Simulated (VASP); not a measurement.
A convergence study with VASP on BN (hex): one setting is varied, all else stays as given below, so the limit is that of these other settings.

```yaml
crystal:
  lattice:
    - [1.25200, -2.16853, 0.00000]
    - [1.25200, 2.16853, 0.00000]
    - [0.00000, 0.00000, 6.66000]
  atoms:
    - { symbol: B, position: [0.33333, 0.66667, 0.25000] }
    - { symbol: B, position: [0.66667, 0.33333, 0.75000] }
    - { symbol: N, position: [0.66667, 0.33333, 0.25000] }
    - { symbol: N, position: [0.33333, 0.66667, 0.75000] }
```

Calculation: PBEsol GGA, VASP's PBE PAW potentials (set 64) (plane waves; VASP 6.6.1). The tightest run used: 700 eV cut-off, 19×19×7 Γ-centred mesh, Gaussian smearing of 0.050 eV, potentials B N.

The settings run are 1×1×1 mesh; 2×2×1 mesh; 3×3×1 mesh; 4×4×1 mesh; 5×5×2 mesh; 6×6×2 mesh; 7×7×3 mesh; 8×8×3 mesh; 9×9×3 mesh; 10×10×4 mesh; 11×11×4 mesh; 12×12×4 mesh; 13×13×5 mesh; 14×14×5 mesh; 15×15×5 mesh; 16×16×6 mesh; 17×17×6 mesh; 18×18×7 mesh; 19×19×7 mesh. From which on does the energy per atom stay within 0.005 eV/atom of the tightest run?

From 5×5×2 mesh on: it is off by 0.0038 there and by no more than 0.005 in any finer run, while 4×4×1 mesh is off by 0.0354.
```tsv
setting	E (eV/atom)	pressure (GPa)	irreducible k-points	difference judged (eV/atom)
1×1×1 mesh	-5.9938	23.23	1	3.1519
2×2×1 mesh	-8.3575	10.00	2	0.7882
3×3×1 mesh	-9.0713	1.16	3	0.0744
4×4×1 mesh	-9.1103	1.41	4	0.0354
5×5×2 mesh	-9.1418	0.64	10	0.0038
6×6×2 mesh	-9.1453	0.59	14	0.0004
7×7×3 mesh	-9.1455	0.59	16	0.0002
8×8×3 mesh	-9.1456	0.59	20	0.0000
9×9×3 mesh	-9.1456	0.59	24	0.0000
10×10×4 mesh	-9.1456	0.59	42	0.0000
11×11×4 mesh	-9.1457	0.59	48	0.0000
12×12×4 mesh	-9.1457	0.59	57	0.0000
13×13×5 mesh	-9.1457	0.59	63	0.0000
14×14×5 mesh	-9.1457	0.59	72	0.0000
15×15×5 mesh	-9.1457	0.59	81	0.0000
16×16×6 mesh	-9.1457	0.59	120	0.0000
17×17×6 mesh	-9.1457	0.59	132	0.0000
18×18×7 mesh	-9.1457	0.59	148	0.0000
19×19×7 mesh	-9.1457	0.59	160	0.0000
```

Left out are rungs that failed or repeat a setting and relaxations that didn't move; long series are thinned to 24 rows.

The compound is BN in the hex structure. The cell was not relaxed at this level.
